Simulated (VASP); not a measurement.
Consider the following.

```yaml
crystal:
  lattice:
    - [0.00000, 3.27536, 3.27536]
    - [3.27536, 0.00000, 3.27536]
    - [3.27536, 3.27536, 0.00000]
  atoms:
    - { symbol: Hg, position: [0.00000, 0.00000, 0.00000] }
    - { symbol: Te, position: [0.25000, 0.25000, 0.25000] }
```

Level of theory: PBE GGA with D3 dispersion (zero damping), VASP's PBE PAW potentials (set 64) (plane waves; VASP 6.6.1). Settings: 520 eV cut-off, 11×11×11 Γ-centred mesh, tetrahedra with Blöchl corrections, potentials Hg Te.

Unless said otherwise, spin-orbit coupling is left out, though it shifts the bands of the heavy elements here.

**Question.** What does the run give for the energy per atom (σ→0), band gap (on the k-mesh) with the smallest direct gap where there is one?

**Answer.** 
The band gap (on the k-mesh) is none (metal, semimetal or under 0.01 eV). The energy per atom (σ→0) is -2.105 eV/atom.

Total energies compare only between runs with the same potentials, cut-off and functional.

The compound is HgTe in the zinc blende structure. It was relaxed first.
